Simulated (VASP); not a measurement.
# Vibrations of SrTiO3 (Tausonite): a test of the settings

How far do the zone-centre frequencies of SrTiO3 (Tausonite) depend on the numerical settings? The starting structure is a measured crystal structure from the Crystallography Open Database.

Main program and level: VASP 6.6.1; Kohn-Sham DFT with plane waves and PAW; LDA+U (Ti d 4 eV).

## Step 1: The starting structure

The structure is cubic, space group Pm-3m (No. 221). Conventional cell: a = 3.905 Å, b = 3.905 Å, c = 3.905 Å, α = 90.00°, β = 90.00°, γ = 90.00°. Nearest to Sr lie 12 O at 2.76 Å. Nearest to Ti lie 6 O at 1.95 Å. Nearest to O lie 2 Ti at 1.95 Å and 4 Sr at 2.76 Å. Farther neighbours and most contacts between anions are not listed.

## Step 2: Reference modes

The cell comes from a relaxation at this level, not shown (58.80 Å³).

INCAR reads:

```
SYSTEM = SrTiO3
PREC = Accurate
ENCUT = 520
EDIFF = 1E-08
NELM = 100
ISMEAR = 0
SIGMA = 0.03
LREAL = .FALSE.
ALGO = Normal
GGA = CA
NBANDS = 28
ISPIN = 2
MAGMOM = 0 1 0 0 0
LDAU = .TRUE.
LDAUTYPE = 2
LDAUL = -1 2 -1
LDAUU = 0 4 0
LDAUJ = 0 0 0
LDAUPRINT = 1
LASPH = .TRUE.
LMAXMIX = 4
LORBIT = 11
LWAVE = .FALSE.
LCHARG = .FALSE.
KPAR = 4
IBRION = 6
NFREE = 2
POTIM = 0.015
NSW = 1
ISIF = 2
```

POSCAR reads:

```
SrTiO3
1.0
    3.8886797529      0.0000000000      0.0000000000
    0.0000000000      3.8886797529      0.0000000000
    0.0000000000      0.0000000000      3.8886797529
Sr Ti O
1 1 3
Direct
    0.5000000000      0.5000000000      0.5000000000
    0.0000000000      0.0000000000      0.0000000000
    0.0000000000      0.0000000000      0.5000000000
    0.0000000000      0.5000000000      0.0000000000
    0.5000000000      0.0000000000      0.0000000000
```

KPOINTS reads:

```
Automatic mesh
0
Gamma
6 6 6
0 0 0
```

PAW data sets: Sr_sv, Ti_sv and O (LDA family, release 64).

Command:

```
> mpirun -np 4 vasp_std
```

The log of the run:

```text
[banner, memory and clock lines left out]
running    4 mpi-ranks, on    1 nodes
 distrk:  each k-point on    1 cores,    4 groups
 distr:  one band on    1 cores,    1 groups

 POSCAR found type information on POSCAR SrTiO
 POSCAR found :  3 types and       5 ions
 LDA part: xc-table for (Slater(with rela. corr.)+CA(PZ))
 , standard interpolation
 POSCAR, INCAR and KPOINTS ok, starting setup
 FFT: planning ... GRIDC
 FFT: planning ... GRID_SOFT
 FFT: planning ... GRID
 WAVECAR not read
 entering main loop
       N       E                     dE             d eps       ncg     rms          rms(c)
DAV:   1     0.416872460546E+03    0.41687E+03   -0.20324E+04  2240   0.152E+03
DAV:   2    -0.135105609545E+02   -0.43038E+03   -0.41144E+03  2588   0.433E+02
DAV:   3    -0.499650873688E+02   -0.36455E+02   -0.36192E+02  2608   0.129E+02
DAV:   4    -0.520847587715E+02   -0.21197E+01   -0.21150E+01  3856   0.253E+01
DAV:   5    -0.521221652531E+02   -0.37406E-01   -0.37394E-01  2944   0.285E+00    0.280E+01
DAV:   6    -0.412757232604E+02    0.10846E+02   -0.53161E+01  3208   0.656E+01    0.166E+01
DAV:   7    -0.414252906839E+02   -0.14957E+00   -0.60619E+00  2800   0.150E+01    0.107E+01
DAV:   8    -0.414213242712E+02    0.39664E-02   -0.15429E+00  2732   0.109E+01    0.316E+00
DAV:   9    -0.413712558193E+02    0.50068E-01   -0.21772E-01  2732   0.458E+00    0.101E+00
DAV:  10    -0.413644972733E+02    0.67585E-02   -0.71874E-02  2940   0.194E+00    0.627E-01
DAV:  11    -0.413642492130E+02    0.24806E-03   -0.77007E-03  2920   0.848E-01    0.189E-01
DAV:  12    -0.413638888513E+02    0.36036E-03   -0.15292E-03  2712   0.299E-01    0.745E-02
DAV:  13    -0.413638793415E+02    0.95099E-05   -0.26084E-04  2876   0.159E-01    0.578E-02
DAV:  14    -0.413638785374E+02    0.80407E-06   -0.57944E-05  2924   0.575E-02    0.216E-02
DAV:  15    -0.413638787862E+02   -0.24885E-06   -0.44550E-06  2980   0.150E-02    0.812E-03
DAV:  16    -0.413638785897E+02    0.19653E-06   -0.16380E-06  2528   0.826E-03    0.356E-03
DAV:  17    -0.413638785678E+02    0.21910E-07   -0.17978E-07  2840   0.334E-03    0.118E-03
DAV:  18    -0.413638785635E+02    0.43460E-08   -0.10039E-08  1852   0.784E-04
   1 F= -.41363879E+02 E0= -.41363879E+02  d E =-.235869E-46  mag=     0.0000
[... from here on, the cycles between the ionic steps are left out ...]
   2 F= -.41363471E+02 E0= -.41363471E+02  d E =-.176159E-46  mag=     0.0000
   3 F= -.41363471E+02 E0= -.41363471E+02  d E =-.177345E-46  mag=     0.0000
   4 F= -.41362838E+02 E0= -.41362838E+02  d E =-.181629E-46  mag=    -0.0000
   5 F= -.41362838E+02 E0= -.41362838E+02  d E =-.182911E-46  mag=    -0.0000
   6 F= -.41363433E+02 E0= -.41363433E+02  d E =-.204418E-46  mag=     0.0000
   7 F= -.41363433E+02 E0= -.41363433E+02  d E =-.203795E-46  mag=     0.0000
   8 F= -.41361946E+02 E0= -.41361946E+02  d E =-.219552E-46  mag=    -0.0000
 Finite differences progress:
  Degree of freedom:   4/  4
  Displacement:        1/  2
  Total:               7/  8
 bond charge predicted
       N       E                     dE             d eps       ncg     rms          rms(c)
DAV:   1    -0.413589385858E+02    0.30070E-02   -0.39564E+00  4720   0.983E+00    0.267E-01
DAV:   2    -0.413627925374E+02   -0.38540E-02   -0.61090E-02  5464   0.140E+00    0.160E-01
DAV:   3    -0.413619444789E+02    0.84806E-03   -0.31576E-03  5224   0.367E-01    0.578E-02
DAV:   4    -0.413619504997E+02   -0.60208E-05   -0.50683E-04  5280   0.166E-01    0.303E-02
DAV:   5    -0.413619476967E+02    0.28030E-05   -0.26394E-05  6496   0.482E-02    0.184E-02
DAV:   6    -0.413619457662E+02    0.19305E-05   -0.36788E-06  6284   0.199E-02    0.563E-03
DAV:   7    -0.413619455721E+02    0.19412E-06   -0.11545E-06  5284   0.794E-03    0.119E-03
DAV:   8    -0.413619455782E+02   -0.61200E-08   -0.16478E-07  5412   0.314E-03    0.632E-04
DAV:   9    -0.413619455759E+02    0.23697E-08   -0.16379E-08  3636   0.110E-03
   9 F= -.41361946E+02 E0= -.41361946E+02  d E =-.217889E-46  mag=    -0.0000
 Finite differences progress:
  Degree of freedom:   4/  4
  Displacement:        2/  2
  Total:               8/  8
```

Elapsed: 84 s, on 4 MPI ranks of Intel Xeon 6975P-C (Granite Rapids), shared host; peak memory 1.6 GiB.

The logs omit lines about the potential files and the build; timing stands in the text.

OUTCAR, selected parts (step 2):

```text
ion  position               nearest neighbor table
   1  0.500  0.500  0.500-   3 2.75   4 2.75   5 2.75   4 2.75   5 2.75   3 2.75   5 2.75   5 2.75
                             3 2.75   4 2.75   4 2.75   3 2.75   2 3.37   2 3.37   2 3.37   2 3.37
   2  0.000  0.000  0.000-   3 1.94   4 1.94   5 1.94   3 1.94   4 1.94   5 1.94   1 3.37   1 3.37
                             1 3.37   1 3.37   1 3.37   1 3.37   1 3.37   1 3.37
   3  0.000  0.000  0.500-   2 1.94   2 1.94   1 2.75   1 2.75   1 2.75   1 2.75
   4  0.000  0.500  0.000-   2 1.94   2 1.94   1 2.75   1 2.75   1 2.75   1 2.75
   5  0.500  0.000  0.000-   2 1.94   2 1.94   1 2.75   1 2.75   1 2.75   1 2.75

  LATTYP: Found a simple cubic cell.
 ALAT       =     3.8886797529

 Subroutine GETGRP returns: Found 48 space group operations
 (whereof 48 operations were pure point group operations)

The static configuration has the point symmetry O_h .

 Found     20 irreducible k-points:

   k-points           NKPTS =     20   k-points in BZ     NKDIM =     20   number of bands    NBANDS=     28

   dimension x,y,z NGX =    30 NGY =   30 NGZ =   30
   dimension x,y,z NGXF=    60 NGYF=   60 NGZF=   60

   ENCUT  =  520.0 eV  38.22 Ry    6.18 a.u.   7.23  7.23  7.23*2*pi/ulx,y,z

   NELECT =      40.0000    total number of electrons

 k-points in reciprocal lattice and weights: Automatic mesh
   0.00000000  0.00000000  0.00000000       0.005
   0.16666667  0.00000000  0.00000000       0.028
   0.33333333  0.00000000  0.00000000       0.028
   0.50000000  0.00000000  0.00000000       0.014
   0.16666667  0.16666667  0.00000000       0.056
   0.33333333  0.16666667  0.00000000       0.111
   0.50000000  0.16666667  0.00000000       0.056
   0.33333333  0.33333333  0.00000000       0.056
   0.50000000  0.33333333  0.00000000       0.056
[...]
0.50000000  0.50000000  0.33333333       0.028
   0.50000000  0.50000000  0.50000000       0.005

atom =   2  type =  2  l = 2

 onsite density matrix

spin component  1

  0.1078 -0.0000 -0.0000  0.0000 -0.0000
 -0.0000  0.1079  0.0000  0.0000  0.0000
 -0.0000  0.0000  0.2601 -0.0000  0.0000
  0.0000  0.0000 -0.0000  0.1079  0.0000
 -0.0000  0.0000  0.0000  0.0000  0.2599

spin component  2

  0.1078 -0.0000  0.0000  0.0000 -0.0000
 -0.0000  0.1079  0.0000 -0.0000  0.0000
  0.0000  0.0000  0.2601 -0.0000 -0.0000
  0.0000 -0.0000 -0.0000  0.1079  0.0000
 -0.0000  0.0000 -0.0000  0.0000  0.2599

 occupancies and eigenvectors

  o =  0.1078  v =  0.0000  0.0000  0.0000  0.0000  0.0000  1.0000  0.0000  0.0000  0.0000  0.0000      0.0000  0.0000  0.0000  0.0000  0.0000  0.0000  0.0000  0.0000  0.0000  0.0000
  o =  0.1078  v =  1.0000  0.0000  0.0000  0.0000  0.0000  0.0000  0.0000  0.0000  0.0000  0.0000      0.0000  0.0000  0.0000  0.0000  0.0000  0.0000  0.0000  0.0000  0.0000  0.0000
  o =  0.1079  v =  0.0000 -1.0000 -0.0000  0.0000  0.0000  0.0000  0.0000  0.0000  0.0000  0.0000      0.0000  0.0000  0.0000  0.0000  0.0000  0.0000  0.0000  0.0000  0.0000  0.0000
  o =  0.1079  v =  0.0000 -0.0000 -0.0000 -1.0000  0.0000  0.0000  0.0000  0.0000  0.0000  0.0000      0.0000  0.0000  0.0000  0.0000  0.0000  0.0000  0.0000  0.0000  0.0000  0.0000
  o =  0.1079  v =  0.0000  0.0000  0.0000  0.0000  0.0000  0.0000  0.0000  0.0000 -1.0000 -0.0000      0.0000  0.0000  0.0000  0.0000  0.0000  0.0000  0.0000  0.0000  0.0000  0.0000
  o =  0.1079  v =  0.0000  0.0000  0.0000  0.0000  0.0000  0.0000 -1.0000  0.0000 -0.0000 -0.0000      0.0000  0.0000  0.0000  0.0000  0.0000  0.0000  0.0000  0.0000  0.0000  0.0000
  o =  0.2599  v =  0.0000  0.0000  0.0000  0.0000  0.0000  0.0000 -0.0000  0.0000  0.0000  1.0000      0.0000  0.0000  0.0000  0.0000  0.0000  0.0000  0.0000  0.0000  0.0000  0.0000
  o =  0.2599  v =  0.0000 -0.0000 -0.0000  0.0000  1.0000  0.0000  0.0000  0.0000  0.0000  0.0000      0.0000  0.0000  0.0000  0.0000  0.0000  0.0000  0.0000  0.0000  0.0000  0.0000
  o =  0.2601  v =  0.0000  0.0000 -1.0000  0.0000 -0.0000  0.0000  0.0000  0.0000  0.0000  0.0000      0.0000  0.0000  0.0000  0.0000  0.0000  0.0000  0.0000  0.0000  0.0000  0.0000
  o =  0.2601  v =  0.0000  0.0000  0.0000  0.0000  0.0000  0.0000  0.0000  1.0000  0.0000 -0.0000      0.0000  0.0000  0.0000  0.0000  0.0000  0.0000  0.0000  0.0000  0.0000  0.0000

 average (electrostatic) potential at core
       1 -34.0970       2 -77.3467       3 -70.3761       4 -70.3743       5 -70.3743

 E-fermi :   4.4162

 spin component 1
 k-point     1 :       0.0000    0.0000    0.0000
  band No.  band energies     occupation
    ...
     16       2.8918      1.00000
     17       2.8931      1.00000
     18       3.7030      1.00000
     19       3.7041      1.00000
     20       3.7041      1.00000
     21       6.4020      0.00000
     22       6.4032      0.00000
     23       6.4032      0.00000
     24       8.5586      0.00000
     25       8.5595      0.00000
    ...

 k-point     2 :       0.1667    0.0000    0.0000
  band No.  band energies     occupation
    ...
     16       2.5718      1.00000
     17       2.6440      1.00000
     18       2.9561      1.00000
     19       3.5568      1.00000
     20       3.5568      1.00000
     21       6.4551      0.00000
     22       6.9701      0.00000
     23       6.9701      0.00000
     24       8.5724      0.00000
     25       9.2713      0.00000
    ...

 k-point     3 :       0.3333    0.0000    0.0000
  band No.  band energies     occupation
    ...
     16       2.0285      1.00000
     17       2.0304      1.00000
     18       2.2074      1.00000
     19       3.3728      1.00000
     20       3.3730      1.00000
     21       6.5645      0.00000
     22       7.9382      0.00000
     23       7.9388      0.00000
     24       8.5835      0.00000
     25      10.3005      0.00000
    ...

 k-point     4 :       0.5000    0.0000    0.0000
  band No.  band energies     occupation
    ...
     16       1.7867      1.00000
     17       1.7876      1.00000
     18       2.0143      1.00000
     19       3.3008      1.00000
     20       3.3011      1.00000
     21       6.6222      0.00000
     22       8.3910      0.00000
     23       8.3915      0.00000
     24       8.5867      0.00000
     25      10.7402      0.00000
    ...

 k-point     5 :       0.1667    0.1667    0.0000
  band No.  band energies     occupation
    ...
     16       2.3287      1.00000
     17       2.7469      1.00000
     18       2.8776      1.00000
     19       3.2547      1.00000
     20       3.3405      1.00000
     21       6.9386      0.00000
     22       7.0693      0.00000
     23       7.2598      0.00000
     24       8.9238      0.00000
     25       9.7088      0.00000
[...]
1.944340  1.944340  1.944340     0.020471    0.007856    0.000000
      0.000000  0.000000  0.000000     0.149876    0.057520   -0.000000
      0.000000  0.000000  1.944340     0.266680    0.102348   -0.000000
      0.000000  1.944340  0.000000     0.266680   -0.322586    0.000000
      1.944340  0.000000  0.000000    -0.840535    0.102348    0.000000

   4 f  =    7.634607 THz    47.969649 2PiTHz  254.663070 cm-1    31.574182 meV
             X         Y         Z           dx          dy          dz
      1.944340  1.944340  1.944340    -0.084392    0.221575   -0.001207
      0.000000  0.000000  0.000000     0.288175   -0.756617    0.004120
      0.000000  0.000000  1.944340    -0.132842    0.348782   -0.000500
      0.000000  1.944340  0.000000    -0.132842    0.091803   -0.001899
      1.944340  0.000000  0.000000    -0.034965    0.348782   -0.001899

   5 f  =    7.634607 THz    47.969649 2PiTHz  254.663070 cm-1    31.574182 meV
             X         Y         Z           dx          dy          dz
      1.944340  1.944340  1.944340     0.020443    0.006500   -0.236133
      0.000000  0.000000  0.000000    -0.069808   -0.022197    0.806329
      0.000000  0.000000  1.944340     0.032180    0.010232   -0.097835
      0.000000  1.944340  0.000000     0.032180    0.002693   -0.371698
      1.944340  0.000000  0.000000     0.008470    0.010232   -0.371698

   6 f  =    7.634607 THz    47.969649 2PiTHz  254.663070 cm-1    31.574182 meV
             X         Y         Z           dx          dy          dz
      1.944340  1.944340  1.944340    -0.220633   -0.084150   -0.021418
      0.000000  0.000000  0.000000     0.753401    0.287348    0.073136
      0.000000  0.000000  1.944340    -0.347300   -0.132461   -0.008874
      0.000000  1.944340  0.000000    -0.347300   -0.034865   -0.033714
      1.944340  0.000000  0.000000    -0.091413   -0.132461   -0.033714

   7 f  =    6.840808 THz    42.982066 2PiTHz  228.184804 cm-1    28.291297 meV
             X         Y         Z           dx          dy          dz
      1.944340  1.944340  1.944340    -0.000000    0.000000    0.000000
      0.000000  0.000000  0.000000     0.000000   -0.000000   -0.000000
      0.000000  0.000000  1.944340    -0.661422    0.249406    0.000000
      0.000000  1.944340  0.000000     0.661422    0.000000   -0.017817
      1.944340  0.000000  0.000000     0.000000   -0.249406    0.017817

   8 f  =    6.840808 THz    42.982066 2PiTHz  228.184804 cm-1    28.291297 meV
             X         Y         Z           dx          dy          dz
      1.944340  1.944340  1.944340     0.000000    0.000000    0.000000
      0.000000  0.000000  0.000000    -0.000000   -0.000000   -0.000000
      0.000000  0.000000  1.944340     0.191289    0.537171   -0.000000
      0.000000  1.944340  0.000000    -0.191289    0.000000    0.418158
      1.944340  0.000000  0.000000     0.000000   -0.537171   -0.418158

   9 f  =    6.840808 THz    42.982066 2PiTHz  228.184804 cm-1    28.291297 meV
             X         Y         Z           dx          dy          dz
      1.944340  1.944340  1.944340     0.000000    0.000000    0.000000
      0.000000  0.000000  0.000000    -0.000000   -0.000000   -0.000000
      0.000000  0.000000  1.944340     0.161025    0.386322    0.000000
      0.000000  1.944340  0.000000    -0.161025    0.000000   -0.569936
      1.944340  0.000000  0.000000     0.000000   -0.386322    0.569936

  10 f  =    3.783128 THz    23.770097 2PiTHz  126.191582 cm-1    15.645755 meV
             X         Y         Z           dx          dy          dz
      1.944340  1.944340  1.944340     0.001719    0.013942    0.682799
      0.000000  0.000000  0.000000    -0.000605   -0.004910   -0.240452
      0.000000  0.000000  1.944340    -0.001102   -0.008937   -0.303980
      0.000000  1.944340  0.000000    -0.001102   -0.006207   -0.437688
      1.944340  0.000000  0.000000    -0.000765   -0.008937   -0.437688

  11 f  =    3.783128 THz    23.770097 2PiTHz  126.191582 cm-1    15.645755 meV
             X         Y         Z           dx          dy          dz
      1.944340  1.944340  1.944340     0.405264    0.549566   -0.012241
      0.000000  0.000000  0.000000    -0.142716   -0.193533    0.004311
      0.000000  0.000000  1.944340    -0.259782   -0.352283    0.005450
      0.000000  1.944340  0.000000    -0.259782   -0.244666    0.007847
      1.944340  0.000000  0.000000    -0.180422   -0.352283    0.007847

  12 f  =    3.783128 THz    23.770097 2PiTHz  126.191582 cm-1    15.645755 meV
             X         Y         Z           dx          dy          dz
      1.944340  1.944340  1.944340     0.549700   -0.405209    0.006890
      0.000000  0.000000  0.000000    -0.193581    0.142697   -0.002426
      0.000000  0.000000  1.944340    -0.352369    0.259747   -0.003067
      0.000000  1.944340  0.000000    -0.352369    0.180398   -0.004417
      1.944340  0.000000  0.000000    -0.244725    0.259747   -0.004417

  13 f/i=    0.003684 THz     0.023149 2PiTHz    0.122892 cm-1     0.015237 meV
             X         Y         Z           dx          dy          dz
      1.944340  1.944340  1.944340    -0.500660   -0.474090   -0.038292
      0.000000  0.000000  0.000000    -0.370283   -0.350633   -0.028321
      0.000000  0.000000  1.944340    -0.214401   -0.203023   -0.016388
      0.000000  1.944340  0.000000    -0.214401   -0.202896   -0.016398
      1.944340  0.000000  0.000000    -0.214267   -0.203023   -0.016398

  14 f/i=    0.003684 THz     0.023149 2PiTHz    0.122892 cm-1     0.015237 meV
             X         Y         Z           dx          dy          dz
      1.944340  1.944340  1.944340    -0.302061    0.273977    0.557301
      0.000000  0.000000  0.000000    -0.223402    0.202631    0.412174
      0.000000  0.000000  1.944340    -0.129354    0.117327    0.238507
      0.000000  1.944340  0.000000    -0.129354    0.117253    0.238657
      1.944340  0.000000  0.000000    -0.129273    0.117327    0.238657

  15 f/i=    0.003684 THz     0.023149 2PiTHz    0.122892 cm-1     0.015237 meV
             X         Y         Z           dx          dy          dz
      1.944340  1.944340  1.944340    -0.367406    0.420789   -0.406002
      0.000000  0.000000  0.000000    -0.271730    0.311212   -0.300276
      0.000000  0.000000  1.944340    -0.157337    0.180198   -0.173756
      0.000000  1.944340  0.000000    -0.157337    0.180085   -0.173865
      1.944340  0.000000  0.000000    -0.157238    0.180198   -0.173865

 ELASTIC MODULI CONTR FROM IONIC RELAXATION (kBar)
 Direction    XX          YY          ZZ          XY          YZ          ZX
 --------------------------------------------------------------------------------
 XX           0.0000      0.0000      0.0000      0.0000      0.0000      0.0000
 YY           0.0000      0.0000      0.0000      0.0000      0.0000      0.0000
 ZZ           0.0000      0.0000      0.0000      0.0000      0.0000      0.0000
 XY           0.0000      0.0000      0.0000      0.0000      0.0000      0.0000
 YZ           0.0000      0.0000      0.0000      0.0000      0.0000      0.0000
 ZX           0.0000      0.0000      0.0000      0.0000      0.0000      0.0000
 --------------------------------------------------------------------------------

 total charge
# of ion       s       p       d       tot
------------------------------------------
    1        1.999   5.786   0.217   8.002
    2        2.248   6.354   1.657  10.259
    3        1.552   3.494   0.000   5.046
    4        1.552   3.494   0.000   5.046
    5        1.552   3.494   0.000   5.046
--------------------------------------------------
tot          8.903  22.622   1.874  33.398

 magnetization (x)
# of ion       s       p       d       tot
------------------------------------------
    1        0.000  -0.000  -0.000  -0.000
    2        0.000   0.000   0.000   0.000
    3        0.000  -0.000   0.000  -0.000
    4        0.000  -0.000   0.000  -0.000
    5        0.000  -0.000   0.000  -0.000
--------------------------------------------------
tot          0.000  -0.000   0.000  -0.000

[... 1 further part left out ...]
```

The last energy, forces, stress and levels in OUTCAR belong to the last displaced cell, not to the cell of POSCAR.

Reference: the zone-centre modes are T1u (3) 598.1, T1u (2) 254.7, T2u 228.2, T1u (1) 126.2 cm⁻¹.

(Part 1 of 2 ends here.)

[Lines on the potential files, build, host, timing and source positions are cut from VASP's logs without a mark.]

[Logs are printed without paths, hosts, clocks, repeated set-up lines and the standing remarks that a program may print on its own settings, such as how far it seeks lower states.]

[Hosts, paths, dates, database ids (printed as entryN), source tags and the programs' standing remarks are cut or masked in the printed files.]
